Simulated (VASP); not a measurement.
Method: LDA (Ceperley-Alder, Perdew-Zunger), VASP's LDA PAW potentials (set 64) (plane waves; VASP).

Input for VASP

### POSCAR
```
PbSe
1
    0.0000000000     3.1381150000     3.1381150000
    3.1381150000     0.0000000000     3.1381150000
    3.1381150000     3.1381150000     0.0000000000
Pb Se
1 1
Direct
  0.0000000000   0.0000000000   0.0000000000
  0.5000000000   0.5000000000   0.5000000000
```

**INCAR**
```
# general
SYSTEM   =  PbSe
PREC     =  Accurate
ENCUT    =  300
LREAL    =  .FALSE.
LASPH    =  .TRUE.
ISYM     =  0

# electronic loop
EDIFF    =  1E-6
NELM     =  100
ALGO     =  Normal
LMAXMIX  =  4

# smearing
ISMEAR   =  0
SIGMA    =  0.05

# ions
ISIF     =  2

# output
LWAVE    =  .FALSE.
LCHARG   =  .FALSE.
```

File KPOINTS:
```
Automatic mesh
0
gamma
9 9 9
0 0 0
```

POTCAR, in this order: Pb_d Se (LDA.64 set). Program: vasp_std.

**Question.** What will the output report for the number of irreducible k-points (NKPTS), largest plane-wave count, FFT grid (NGX, NGY, NGZ)?

**Answer.** 
```json
{
 "number of irreducible k-points (NKPTS)": "365",
 "largest_plane_wave_count": "745",
 "FFT grid (NGX, NGY, NGZ)": "28 × 28 × 28"
}
```

The structure comes from a computed database's PbSe entry; how it stands against other phases isn't given here. The cell was not relaxed at this level. The run is one of a series of settings (ISYM = 0 against the base run), some of them coarse on purpose.
